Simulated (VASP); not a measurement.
Method: HSE06 screened hybrid with D3 dispersion (Becke-Johnson damping), VASP's PBE PAW potentials (set 64) (plane waves; VASP).

Input for VASP

### POSCAR
```
SnO2
1
    4.7524310000     0.0000000000     0.0000000000
    0.0000000000     4.7524310000     0.0000000000
    0.0000000000     0.0000000000     3.1991600000
Sn O
2 4
Direct
  0.5000000000   0.5000000000   0.5000000000
  0.0000000000   0.0000000000   0.0000000000
  0.1940300000   0.8059700000   0.5000000000
  0.8059700000   0.1940300000   0.5000000000
  0.6940300000   0.6940300000   0.0000000000
  0.3059700000   0.3059700000   0.0000000000
```

INCAR:
```
! general
SYSTEM   = SnO2
PREC     = Accurate
ENCUT    = 400
LREAL    = F
LASPH    = T
ISYM     = 3

! electronic loop
EDIFF    = 1E-6
NELM     = 100
ALGO     = Normal
LMAXMIX  = 4

! smearing
ISMEAR   = 0
SIGMA    = 0.01

! functional
GGA      = PE
IVDW     = 12
LHFCALC  = T
AEXX     = 0.25
HFSCREEN = 0.2
PRECFOCK = Fast

! ions
ISIF     = 2

! output
LWAVE    = F
LCHARG   = F
```

**KPOINTS**
```
Automatic mesh
0
Gamma
5 5 7
0 0 0
```

POTCAR, in this order: Sn_d O (PBE.64 set). Program: vasp_std.

The run wrote:

**stdout**
```
 POSCAR found type information on POSCAR SnO
 POSCAR found :  2 types and       6 ions
 Reading from existing POTCAR
 Reading from existing POTCAR

 -----------------------------------------------------------------------------
|                                                                             |
|     EEEEEEE  RRRRRR   RRRRRR   OOOOOOO  RRRRRR      ###     ###     ###     |
|     E        R     R  R     R  O     O  R     R     ###     ###     ###     |
|     E        R     R  R     R  O     O  R     R     ###     ###     ###     |
|     EEEEE    RRRRRR   RRRRRR   O     O  RRRRRR       #       #       #      |
|     E        R   R    R   R    O     O  R   R                               |
|     E        R    R   R    R   O     O  R    R      ###     ###     ###     |
|     EEEEEEE  R     R  R     R  OOOOOOO  R     R     ###     ###     ###     |
|                                                                             |
|     Unsupported xc functional, please specify VDW_S6, VDW_S8, VDW_A1        |
|     and VDW_A2 in the INCAR file.                                           |
|                                                                             |
|       ---->  I REFUSE TO CONTINUE WITH THIS SICK JOB ... BYE!!! <----       |
|                                                                             |
 -----------------------------------------------------------------------------
```

VASP stops with an error: Unsupported xc functional, please specify VDW_S6, VDW_S8, VDW_A1 and VDW_A2 in the INCAR file. ----> I REFUSE TO CONTINUE WITH THIS SICK JOB ... BYE!!! <----

The structure comes from a computed database's SnO2 entry; how it stands against other phases isn't given here. The cell was not relaxed at this level. The run is one of a series of settings (AEXX = 0.25, GGA = PE, HFSCREEN = 0.2, ISYM = 3, IVDW = 12, LHFCALC = .TRUE., PRECFOCK = Fast, KPOINTS 5×5×7 Γ-centred mesh, POTCAR Sn_d O (PBE.64 set) against the base run), some of them coarse on purpose.
